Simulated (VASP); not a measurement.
Write the native input for VASP 6.6.1 that does the following.

* Task: relaxation of cell and atoms
* Functional: PBE
* Potentials or basis: VASP PAW PBE potentials, release 64 (Ca_sv, Zr_sv, N)
* Cutoff: 520 eV
* k mesh: 10 × 10 × 4
* Occupations: gaussian, width 0.1 eV
* Spin: no spin polarisation
* Further INCAR settings: ALGO = Normal; EDIFF = 1e-07; IBRION = 2; POTIM = 0.3; EDIFFG = -0.005; NSW = 60; ISIF = 3

The structure of Ca2ZrN2 lies in POSCAR:

```
Ca2ZrN2                                 
1.0
    3.3660847376     -0.0000000000     -0.0000000000
   -1.6830423688      2.9151148924      0.0000000000
    0.0000000000      0.0000000000      8.8990297728
  Ca              Zr              N             
     2     1     2
Direct
     0.6666666699999979    0.3333333300000021    0.3035721104416014
     0.3333333300000021    0.6666666699999979    0.6964278895583985
     0.0000000000000000    0.0000000000000000    0.0000000000000000
     0.6666666699999979    0.3333333300000021    0.8594681789655658
     0.3333333300000021    0.6666666699999979    0.1405318210344342
```

The cell was built by a generator and needn't be a form met in nature.

The input as run:

INCAR

```
SYSTEM = Ca2ZrN2
ALGO     = Normal         ! electronic algorithm
EDIFF    = 1E-7           ! SCF threshold, eV
EDIFFG   = -0.005         ! ionic threshold
ENCUT    = 520            ! plane-wave cutoff, eV
GGA      = PE             ! functional
IBRION   = 2              ! ionic algorithm
ISIF     = 3              ! what is computed and relaxed
ISMEAR   = 0              ! smearing method
KPAR     = 4            
LASPH    = .TRUE.         ! aspherical terms in the spheres
LCHARG   = .FALSE.        ! write CHGCAR
LREAL    = .FALSE.        ! projectors in reciprocal space
LWAVE    = .FALSE.        ! write WAVECAR
NELM     = 120            ! most SCF steps
NSW      = 60             ! ionic steps
POTIM    = 0.3            ! step
PREC     = Accurate       ! precision mode
SIGMA    = 0.1            ! smearing width, eV
```

KPOINTS

```
k-points
0
G
  10 10 4
  0 0 0
```

Potentials or basis: VASP PAW PBE potentials, release 64 (Ca_sv, Zr_sv, N).

The run is started by

```bash
$ cat potpaw_PBE.64/Ca_sv/POTCAR potpaw_PBE.64/Zr_sv/POTCAR potpaw_PBE.64/N/POTCAR > POTCAR
$ mpirun -np 4 vasp_std > vasp.out
```

It gave:

| Property | Result |
| --- | --- |
| Pressure after relaxing | 0.0 GPa |
| Largest force after relaxing | 0.004 eV/Å |
| Band gap on the k mesh | none (metal or under the smearing width) |

Caveat: the relaxation stopped at its first step, so nothing moved.

It took 16 s on 4 MPI ranks on Intel(R) Xeon(R) 6975P-C (Granite Rapids) (shared host), peak memory 0.28 GiB a rank.
